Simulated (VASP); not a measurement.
```
SrTe
1.0
    0.00000     3.36179     3.36179
    3.36179     0.00000     3.36179
    3.36179     3.36179     0.00000
Sr Te
1 1
Direct
  0.00000   0.00000   0.00000
  0.50000   0.50000   0.50000
```

Level of theory: PBE GGA, VASP's PBE PAW potentials (set 64) (plane waves; VASP). Run with 400 eV cut-off, 6×6×6 Γ-centred mesh, Gaussian smearing of 0.050 eV, potentials Sr_sv Te.

Unless said otherwise, spin-orbit coupling is left out, though it shifts the bands of the heavy elements here.

**Question.** Estimate the energy per atom (σ→0), band gap (on the k-mesh) with the smallest direct gap where there is one.

**Answer.** 
The band gap (on the k-mesh) is 1.77 eV. The smallest direct gap (on the k-mesh) is 2.49 eV and the energy per atom (σ→0) is -4.133 eV/atom.

The compound is SrTe in the rock salt structure. It was relaxed first. The start is the result of an earlier pass.
